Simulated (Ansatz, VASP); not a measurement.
## Cross-check of Sn8Se7S (SnS0.1Se0.9, orthorhombic layered) between VASP and Ansatz

One calculation is typed for both programs; each brings its own data sets. How far apart do they land? The cell is invented: As first built, before any earlier steps moved the atoms (in the runner's words): 1x2x2 conventional cells of the SnSe type (32 atoms: 2 S, 14 Se, 16 Sn); Se/S share their sites, the best of 600 random draws by like-pair counts in two shells; start lattice by linear mixing of the end members' cells; atoms moved at random by 0.02 A. It may not be a known or stable phase. The structure shown is the start of the Ansatz relaxation below; VASP solves that cell, so the two are compared at the walk's first step.

Method: plane waves, with VASP 6.6.1 beside it; single point at PBEsol and single point at PBE, in Ansatz 0.2.0.

## (1) The starting structure

The cell holds 32 atoms: 2 S, 14 Se and 16 Sn. Cell: a = 11.380 Å, b = 8.257 Å, c = 8.800 Å, α = 90.0°, β = 90.0°, γ = 90.0°. It derives from SnSe (SnSe type, space group 62), repeated 1×2×2. As first built, before any earlier steps moved the atoms (in the runner's words): 1x2x2 conventional cells of the SnSe type (32 atoms: 2 S, 14 Se, 16 Sn); Se/S share their sites, the best of 600 random draws by like-pair counts in two shells; start lattice by linear mixing of the end members' cells; atoms moved at random by 0.02 A.

## (2) Ansatz: relaxation, PBEsol

Ansatz runs on its default PAW (the set named soft_2) files.

The two programs are compared at the cell with which this relaxation starts, whose forces are those of its first step.

input.yaml

```yaml
crystal:
  lattice:
    - [11.38035, -0.00102, -0.00069]
    - [-0.00075, 8.25711, 0.00054]
    - [-0.00054, 0.00057, 8.79976]
  atoms:
    - { symbol: S, position: [0.14732, 0.87482, 0.75755] }
    - { symbol: S, position: [0.85307, 0.62498, 0.74324] }
    - { symbol: Se, position: [0.35579, 0.12344, 0.01197] }
    - { symbol: Se, position: [0.14121, 0.37516, 0.26214] }
    - { symbol: Se, position: [0.85919, 0.12466, 0.2386] }
    - { symbol: Se, position: [0.64464, 0.37635, 0.4888] }
    - { symbol: Se, position: [0.35816, 0.12518, 0.51314] }
    - { symbol: Se, position: [0.14231, 0.37487, 0.76457] }
    - { symbol: Se, position: [0.85811, 0.12493, 0.73618] }
    - { symbol: Se, position: [0.64224, 0.37461, 0.98765] }
    - { symbol: Se, position: [0.35705, 0.62648, 0.01189] }
    - { symbol: Se, position: [0.14285, 0.87429, 0.264] }
    - { symbol: Se, position: [0.85753, 0.6255, 0.23677] }
    - { symbol: Se, position: [0.64336, 0.87332, 0.48889] }
    - { symbol: Se, position: [0.35628, 0.62469, 0.51339] }
    - { symbol: Se, position: [0.64407, 0.8751, 0.98736] }
    - { symbol: Sn, position: [0.11418, 0.12435, 0.0485] }
    - { symbol: Sn, position: [0.38245, 0.37529, 0.2981] }
    - { symbol: Sn, position: [0.61794, 0.12451, 0.20269] }
    - { symbol: Sn, position: [0.88625, 0.37545, 0.45225] }
    - { symbol: Sn, position: [0.11702, 0.11724, 0.55595] }
    - { symbol: Sn, position: [0.38433, 0.37512, 0.7985] }
    - { symbol: Sn, position: [0.6161, 0.12468, 0.70226] }
    - { symbol: Sn, position: [0.88338, 0.38256, 0.94481] }
    - { symbol: Sn, position: [0.11633, 0.62518, 0.04877] }
    - { symbol: Sn, position: [0.38425, 0.87462, 0.29787] }
    - { symbol: Sn, position: [0.61613, 0.62518, 0.20291] }
    - { symbol: Sn, position: [0.88409, 0.87463, 0.45195] }
    - { symbol: Sn, position: [0.11526, 0.63264, 0.55601] }
    - { symbol: Sn, position: [0.37863, 0.87497, 0.7947] }
    - { symbol: Sn, position: [0.62178, 0.62483, 0.70608] }
    - { symbol: Sn, position: [0.8851, 0.86719, 0.94478] }
kpoints:
  mp_grid: { grid: [2, 2, 2], shift: [0.5, 0.5, 0.5] }
hamiltonian:
  xc: pbesol
scf:
  occupations: { method: fermi_dirac, width: 0.01 }
output:
  forces: true
  stress: true
relax:
  f_tol: 0.02
  max_steps: 45
  cell: { stress_tol: 0.1 }
```

The run is started by

```bash
$ ansatz run input.yaml --threads 8 --pin off --max-ram 15360MiB --backend cpu --events-out ev --progress --plain --runs-dir out
```

Numbers of over 12 decimals in the logs are rounded to 6 here.

Output:

```text
The last accepted step is kept in <dir> (removed where the run ends without a failure and the disk answers)
Engine: ansatz 0.2.0, x86_64-unknown-linux-gnu
Pseudopotentials: kind: paw
Pseudopotential: S, paw, valence charge 6, recommended cutoff 420 eV (normal), S.paw.azcp
Pseudopotential: Se, paw, valence charge 16, recommended cutoff 420 eV (normal), Se.paw.azcp
Pseudopotential: Sn, paw, valence charge 14, recommended cutoff 420 eV (normal), Sn.paw.azcp
Functional definition: PBEsol
  exchange = pbesol_x
  correlation = pbesol_c
Crystal: 32 atoms, lattice volume = 826.903 Å³
Basis set: ecut = 420 eV, 16173 PW (Γ), exchange–correlation on 160×120×120 points (8 copies of the dense FFT grid, shifted against one another)
Bands: 276, of which v1, the nominal top of the filled ones, is band 230 counted from 1 (229 counted from 0)
Symmetry: 1 space group operations
Space group: P1 (ITA 1), of the structure as read, at distance tolerance 9.4e-5 Å
k-points: 4 of 8 (time reversal used)
Non-local potential: S, projectors of the file, l = 0: 2, l = 1: 2, l = 2: 2
Non-local potential: Se, projectors of the file, l = 0: 2, l = 1: 2, l = 2: 3, l = 3: 1
Non-local potential: Sn, projectors of the file, l = 0: 2, l = 1: 2, l = 2: 2, l = 3: 2
PAW form: soft (Blöchl's): semilocal exchange-correlation on the pseudo side does not see the compensation charge
PAW frozen core: S, regenerated for the run's functional, and the local potential with it (the file was generated under x = pbe(κ = 0.804, μ = 0.219515), c = pbe(β = 0.066725))
PAW frozen core: Se, regenerated for the run's functional, and the local potential with it (the file was generated under x = pbe(κ = 0.804, μ = 0.219515), c = pbe(β = 0.066725))
PAW frozen core: Sn, regenerated for the run's functional, and the local potential with it (the file was generated under x = pbe(κ = 0.804, μ = 0.219515), c = pbe(β = 0.066725))
PAW one-centre angular grid: S, 110 points (default); XC on 64 Gauss nodes
PAW one-centre angular grid: Se, 590 points (default); XC on 64 Gauss nodes
PAW one-centre angular grid: Sn, 590 points (default); XC on 64 Gauss nodes
Initial density: superposition of atomic densities (neutral atoms: chi_scale 0, normalization atom), corrected by the library's trained network
Initial wavefunctions: pseudopotential atomic-orbital guess
Functional: x = pbesol(κ = 0.804, μ = 0.123457), c = pbesol(β = 0.046)
SCF iter   1: F=—  HF=-172919.496193 eV  |F-HF|=—  |Δ(HF+E_count)|=         —  Δρ=3.72e-3  dr2=2.01e-1  ethr=1.77e-3  ⟨swp⟩=6.0  Hψ=4068  notcnv=0  defer=7
preconditioner: auto → Resta (q_TF=auto, 2.474 Å⁻¹)  ε∞=2.9  [insulator: Δε(μ)=1.562 eV  Ē_g=16.580 eV  σ=0.010 eV  W_gap=1.00  n_scr=224 (ndim 8)  ℏωp=23.1 eV  f_vac=0.001  D(μ)=0.00/eV (n_scr^D=0)  ε∞_Penn≈2.9]
SCF iter   2: F=—  HF=-172919.429428 eV  |F-HF|=—  |Δ(HF+E_count)|=   6.68e-2  Δρ=1.82e-3  dr2=4.68e-2  ethr=4.37e-5  ⟨swp⟩=3.0  Hψ=1593  notcnv=0  defer=148
SCF iter   3: F=—  HF=-172919.418760 eV  |F-HF|=—  |Δ(HF+E_count)|=   1.07e-2  Δρ=4.18e-4  dr2=2.18e-3  ethr=1.02e-5  ⟨swp⟩=3.0  Hψ=1632  notcnv=0  defer=148
SCF iter   4: F=—  HF=-172919.418370 eV  |F-HF|=—  |Δ(HF+E_count)|=   3.90e-4  Δρ=1.14e-4  dr2=1.29e-4  ethr=4.74e-7  ⟨swp⟩=2.0  Hψ=1622  notcnv=0  defer=148
SCF iter   5: F=—  HF=-172919.418353 eV  |F-HF|=—  |Δ(HF+E_count)|=   1.73e-5  Δρ=3.03e-5  dr2=7.28e-6  ethr=2.80e-8  ⟨swp⟩=2.0  Hψ=1876  notcnv=0  defer=148
SCF iter   6: F=—  HF=-172919.418335 eV  |F-HF|=—  |Δ(HF+E_count)|=   1.83e-5  Δρ=1.25e-5  dr2=2.92e-6  ethr=1.58e-9  ⟨swp⟩=2.0  Hψ=1876  notcnv=0  defer=148
SCF iter   7: F=-172919.418334 eV  HF=-172919.418334 eV  |F-HF|=1.55e-8  |Δ(HF+E_count)|=   6.17e-7  Δρ=2.86e-6  dr2=6.34e-8  ethr=2.17e-11  ⟨swp⟩=3.5  Hψ=4558  notcnv=0
SCF 1 converged in 7 iterations: F = -172919.418334 eV  dr2 = 6.34e-8
  greatest PAW one-centre occupation: 1.000 electrons in one spin orbital (limit 2), on the Se atom at site 6 (counted from 0), in its partial waves of l = 2
relax step   1: F+E_penalty+E_count = -172919.41833394 eV  Δ(F+E_penalty+E_count) = +0.000e0 eV  max|allowed force component| = 6.076e-2 eV/Å  Δτ_max = 0.0000 Å  P = -0.764 GPa  Ω = 826.903 Å³  (7 SCF iters, dr2 threshold 1.00e-7 eV, accepted)
Crystal: 32 atoms, lattice volume = 801.800 Å³
Basis set: ecut = 420 eV, 15709 PW (Γ), exchange–correlation on 160×120×120 points (8 copies of the dense FFT grid, shifted against one another)
Initial density: handed on by an earlier stage of this run
Initial wavefunctions: those handed on with the density
iter 1 solved again at ethr=7.20e-6 eV; its pass at ethr=3.10e-3 eV (dr2=3.31e-2 eV) is discarded
SCF iter   1: F=—  HF=-172919.424733 eV  |F-HF|=—  |Δ(HF+E_count)|=         —  Δρ=1.26e-3  dr2=3.16e-2  ethr=7.20e-6  ⟨swp⟩=4.0  Hψ=5042  notcnv=0
[...]
eigensolver tolerance schedule: the retry pair's looser diagonalisation over-reported the residual by 3327.77 of it (diagonalisation noise at 0.16 of the residual, at the tolerance the schedule requests for it); recorded, not acted on — ethr = c·dr2/N_el stays at c = 1.0e-1
[...]
SCF 4 converged in 8 iterations: F = -172919.445745 eV  dr2 = 5.17e-15
relax step   4: F+E_penalty+E_count = -172919.44574520 eV  Δ(F+E_penalty+E_count) = +2.176e-3 eV  max|allowed force component| = 4.455e-3 eV/Å  Δτ_max = 0.0000 Å  P = -0.021 GPa  Ω = 815.577 Å³  stress off target by 3.35e-2 GPa  SCF on the basis re-selected at this cell (its energy is not comparable with the rows above)  (8 SCF iters)
basis re-selected at this cell: Δ(F+E_penalty+E_count) = +2.176e-3 eV, ΔP = +0.001 GPa vs the last step (what re-selecting the basis moved, of the pressure what is left beyond the Pulay correction that the steps carried, after the strain that the cell walked since its last selection, with what the two solves' SCF thresholds leave and, on support functions, any second-order correction that the steps lacked; it is no m [...]
SCF converged after 8 iterations
Free energy (F): -172919.445745 eV
Harris-Foulkes:  -172919.445745 eV  (|F-HF|=2.91e-11)
Internal energy: -172919.445745 eV  (E = F + TS)
E sigma→0 (E₀):  -172919.445745 eV
Fermi energy:    9.650172 eV
--- Per-component energies (eV) ---
  E_band       = -6641.627199
  E_kinetic    = 4851.256029
  E_local      = -48355.067549  (includes V_loc(G=0)·N_el)
  E_nonlocal   = -8733.575685
  E_hartree    = 25637.866892
  E_xc         = -7720.346814
  E_vxc        = -3111.580052  (∫ρ·V_xc dr)
  E_paw        = -92318.397314  (= ΣΔE_a)
  E_vpaw       = -2568.385364  (= ΣTr[D̂ρ^β])
  E_aug_tail   = -0.008355  (compensation charges beyond the density's cutoff)
  E_ewald      = -46299.972590
  E_core_change = 18.799641  (= ΣΔE_core)
  E_smearing   = -0.000000  (= −TS)
  E_closure    = -0.000000  (closes the sum)
  Σ components = -172919.445745   (vs F -172919.445745, Δ=0.00e0)
--- Forces (eV/Å), atoms counted from 1 ---
  atom   1  S      0.00371481     0.00180327    -0.00349000
  atom   2  S     -0.00356224    -0.00160275     0.00349029
  atom   3  Se    -0.00015002    -0.00160870    -0.00377131
  atom   4  Se    -0.00104674     0.00133225    -0.00379448
  atom   5  Se     0.00105838    -0.00123107     0.00372443
  atom   6  Se     0.00013001     0.00173585     0.00380742
  atom   7  Se     0.00247790     0.00030127    -0.00108995
  atom   8  Se    -0.00032950    -0.00168870     0.00089276
  atom   9  Se     0.00041642     0.00171911    -0.00090453
  atom  10  Se    -0.00233104    -0.00027995     0.00104824
  atom  11  Se    -0.00056923     0.00139124    -0.00268901
  atom  12  Se     0.00074890    -0.00168032    -0.00083878
  atom  13  Se    -0.00068053     0.00163632     0.00066018
  atom  14  Se     0.00068295    -0.00144283     0.00262752
  atom  15  Se    -0.00091207    -0.00049058    -0.00125619
  atom  16  Se     0.00099895     0.00058629     0.00149212
  atom  17  Sn     0.00075330     0.00391228     0.00248448
  atom  18  Sn    -0.00179561    -0.00012715     0.00100356
  atom  19  Sn     0.00188303    -0.00005286    -0.00108733
  atom  20  Sn    -0.00094629    -0.00398662    -0.00237301
  atom  21  Sn    -0.00255855    -0.00286126     0.00272332
  atom  22  Sn     0.00161817     0.00024024     0.00114785
  atom  23  Sn    -0.00176144    -0.00023099    -0.00110826
  atom  24  Sn     0.00261815     0.00269874    -0.00266544
  atom  25  Sn     0.00121497    -0.00409287     0.00445535
  atom  26  Sn    -0.00122527    -0.00059346     0.00070749
  atom  27  Sn     0.00122208     0.00065423    -0.00070041
  atom  28  Sn    -0.00153584     0.00415126    -0.00420175
  atom  29  Sn     0.00128926     0.00184194    -0.00242599
  atom  30  Sn     0.00281200    -0.00126840    -0.00179389
  atom  31  Sn    -0.00307713     0.00117419     0.00161634
  atom  32  Sn    -0.00115794    -0.00193997     0.00230885
  max |Σ_I F_I| component: 1.58e-7 eV/Å
--- Stress (GPa, compression-positive) ---
       -0.033477       0.000229       0.000278
        0.000229      -0.022341      -0.001281
        0.000278      -0.001281      -0.006112
  P = ⅓ Tr σ = -0.0206 GPa (-0.206 kbar)
--- Relaxed structure (3 steps of the walk, 2 accepted, 1 SCFs on fresh bases) ---
  F+E_penalty+E_count = -172919.44574520 eV   max|allowed force component| = 4.455e-3 eV/Å   (the final SCF, on the basis selected at the relaxed cell)
  cell:  # Å, volume = 815.5772 Å³
    - [11.320918, -0.00211815, -0.000902061]
    - [-0.00154581, 8.224235, 0.000480307]
    - [-0.000703646, 0.000506773, 8.759674]
  atoms:
    - { symbol: S, position: [0.146776, 0.874731, 0.757582] }
    - { symbol: S, position: [0.853625, 0.625066, 0.743188] }
    - { symbol: Se, position: [0.355966, 0.123441, 0.012200] }
    - { symbol: Se, position: [0.140980, 0.375132, 0.262107] }
    - { symbol: Se, position: [0.859416, 0.124666, 0.238652] }
    - { symbol: Se, position: [0.644440, 0.376357, 0.488564] }
    - { symbol: Se, position: [0.358400, 0.125111, 0.513487] }
    - { symbol: Se, position: [0.141983, 0.374959, 0.764872] }
    - { symbol: Se, position: [0.858419, 0.124842, 0.735900] }
    - { symbol: Se, position: [0.641993, 0.374690, 0.987285] }
    - { symbol: Se, position: [0.357313, 0.626436, 0.012147] }
    - { symbol: Se, position: [0.142441, 0.874350, 0.264228] }
    - { symbol: Se, position: [0.857956, 0.625451, 0.236538] }
    - { symbol: Se, position: [0.643092, 0.873365, 0.488623] }
    - { symbol: Se, position: [0.356548, 0.624679, 0.513631] }
    - { symbol: Se, position: [0.643842, 0.875120, 0.987133] }
    - { symbol: Sn, position: [0.114064, 0.124404, 0.048468] }
    - { symbol: Sn, position: [0.382471, 0.375220, 0.298299] }
    - { symbol: Sn, position: [0.617921, 0.124588, 0.202475] }
    - { symbol: Sn, position: [0.886344, 0.375397, 0.452289] }
    - { symbol: Sn, position: [0.116904, 0.117275, 0.556179] }
    - { symbol: Sn, position: [0.384271, 0.375087, 0.798703] }
    - { symbol: Sn, position: [0.616138, 0.124713, 0.702060] }
    - { symbol: Sn, position: [0.883492, 0.382531, 0.944591] }
    - { symbol: Sn, position: [0.116300, 0.625162, 0.048934] }
    - { symbol: Sn, position: [0.384116, 0.874653, 0.298046] }
    - { symbol: Sn, position: [0.616279, 0.625147, 0.202725] }
    - { symbol: Sn, position: [0.884110, 0.874639, 0.451817] }
    - { symbol: Sn, position: [0.115219, 0.632528, 0.555886] }
    - { symbol: Sn, position: [0.378406, 0.874916, 0.794825] }
    - { symbol: Sn, position: [0.622005, 0.624888, 0.705946] }
    - { symbol: Sn, position: [0.885172, 0.867279, 0.944892] }
```

(Continued in part 2 of 3.)

[Lines on the potential files, build, host, timing and source positions are cut from VASP's logs without a mark.]

[Logs are printed without paths, hosts, clocks, repeated set-up lines and the standing remarks that a program may print on its own settings, such as how far it seeks lower states.]

[Hosts, paths, dates, database ids (printed as entryN), source tags and the programs' standing remarks are cut or masked in the printed files.]
